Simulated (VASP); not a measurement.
These are r2SCAN meta-GGA, VASP's PBE PAW potentials (set 64) (plane waves; VASP) values and carry that method's errors.

VASP input:

**POSCAR**
```
FePt
1.0
  2.7322467276   0.0000000000   0.0000000000
  0.0000000000   2.7322467276   0.0000000000
  0.0000000000   0.0000000000   3.7257439838
Fe Pt
1 1
Cartesian
  0.0000000000   0.0000000000   0.0000000000
  1.3661233638   1.3661233638   1.8628719919
```

File KPOINTS:
```
Automatic mesh
0
Gamma
12 12 10
0 0 0
```

**INCAR**
```
! general
SYSTEM   =  FePt
PREC     =  Accurate
ENCUT    =  480
LREAL    =  .FALSE.
LASPH    =  .TRUE.

! electronic loop
EDIFF    =  1E-7
NELM     =  100
ALGO     =  Normal
LMAXMIX  =  6
LMIXTAU  =  .TRUE.

! smearing
ISMEAR   =  1
SIGMA    =  0.1

! functional
METAGGA  =  R2SCAN

! spin
ISPIN    =  2
MAGMOM   =  3.3 0.3

! ions
ISIF     =  2

! output
LWAVE    =  .FALSE.
LCHARG   =  .FALSE.
LORBIT   =  10
```

POTCAR, in this order: Fe Pt (PBE.64 set). Program: vasp_std.

Output of the run:

### OSZICAR
```
       N       E                     dE             d eps       ncg     rms          rms(c)
DAV:   1     0.391136040458E+02    0.39114E+02   -0.86033E+03 10352   0.129E+03
DAV:   2    -0.681051324598E+02   -0.10722E+03   -0.95642E+02 10346   0.258E+02
DAV:   3    -0.714623478052E+02   -0.33572E+01   -0.32743E+01 12666   0.561E+01
DAV:   4    -0.714973153306E+02   -0.34968E-01   -0.34955E-01 11770   0.486E+00
DAV:   5    -0.714983094908E+02   -0.99416E-03   -0.99415E-03 13600   0.927E-01    0.182E+01
DAV:   6    -0.692596550954E+02    0.22387E+01   -0.25506E+01 11594   0.108E+02    0.283E+01
DAV:   7    -0.666070636721E+02    0.26526E+01   -0.10163E+01 12690   0.848E+01    0.891E+00
DAV:   8    -0.664943585816E+02    0.11271E+00   -0.60737E-01 12810   0.118E+01    0.371E+00
DAV:   9    -0.665532101775E+02   -0.58852E-01   -0.18664E-01 11334   0.635E+00    0.265E+00
DAV:  10    -0.665455095097E+02    0.77007E-02   -0.96027E-02 13888   0.772E+00    0.102E+00
DAV:  11    -0.665430519569E+02    0.24576E-02   -0.13888E-02 13796   0.262E+00    0.326E-01
DAV:  12    -0.665438909522E+02   -0.83900E-03   -0.14532E-03 12668   0.526E-01    0.115E-01
DAV:  13    -0.665440490440E+02   -0.15809E-03   -0.13980E-04 12975   0.175E-01    0.507E-02
DAV:  14    -0.665440600575E+02   -0.11014E-04   -0.40711E-05 12487   0.773E-02    0.214E-02
DAV:  15    -0.665440613570E+02   -0.12994E-05   -0.10660E-05 12811   0.485E-02    0.803E-03
DAV:  16    -0.665440620362E+02   -0.67928E-06   -0.19019E-06 12738   0.185E-02    0.434E-03
DAV:  17    -0.665440628836E+02   -0.84740E-06   -0.35605E-07 11843   0.732E-03    0.250E-03
DAV:  18    -0.665440629289E+02   -0.45256E-07   -0.74513E-08  6388   0.747E-03
   1 F= -.66544063E+02 E0= -.66543983E+02  d E =-.240873E-03  mag=     3.5508
```

OUTCAR:
```
------------------------ aborting loop because EDIFF is reached ----------------------------------------
  FORCE on cell =-STRESS in cart. coord.  units (eV):
  Direction    XX          YY          ZZ          XY          YZ          ZX
  --------------------------------------------------------------------------------------
  Total        0.0339782      0.0339782     -0.0310449      0.0000000      0.0000000     -0.0000000
  in kB        1.9573047      1.9573047     -1.7883333      0.0000000      0.0000000     -0.0000000
  external PRESSURE =       0.7087587 kB  Pullay stress =       0.0000000 kB
  volume of cell :       27.81
      direct lattice vectors                 reciprocal lattice vectors
     2.732246728  0.000000000  0.000000000     0.365999157  0.000000000  0.000000000
     0.000000000  2.732246728  0.000000000     0.000000000  0.365999157  0.000000000
     0.000000000  0.000000000  3.725743984     0.000000000  0.000000000  0.268402769
 POSITION                                       TOTAL-FORCE (eV/Angst)
 -----------------------------------------------------------------------------------
      0.00000      0.00000      0.00000         0.000000      0.000000      0.000000
      1.36612      1.36612      1.86287         0.000000      0.000000      0.000000
 -----------------------------------------------------------------------------------
    total drift:                               -0.000000      0.000000      0.000000
  FREE ENERGIE OF THE ION-ELECTRON SYSTEM (eV)
  ---------------------------------------------------
  free  energy   TOTEN  =       -66.5440629289 eV

  energy  without entropy=      -66.5438220562  energy(sigma->0) =      -66.54398264

 total charge

# of ion       s       p       d       tot
------------------------------------------
    1        0.415   0.471   6.045   6.931
    2        0.716   0.666   8.069   9.451
--------------------------------------------------
tot          1.132   1.137  14.114  16.383

 magnetization (x)

# of ion       s       p       d       tot
------------------------------------------
    1        0.017  -0.017   3.246   3.246
    2       -0.026  -0.092   0.453   0.335
--------------------------------------------------
tot         -0.009  -0.109   3.698   3.581
```
(Selected blocks of OUTCAR.)

The compound is FePt in the L1_0 structure. It was relaxed first.
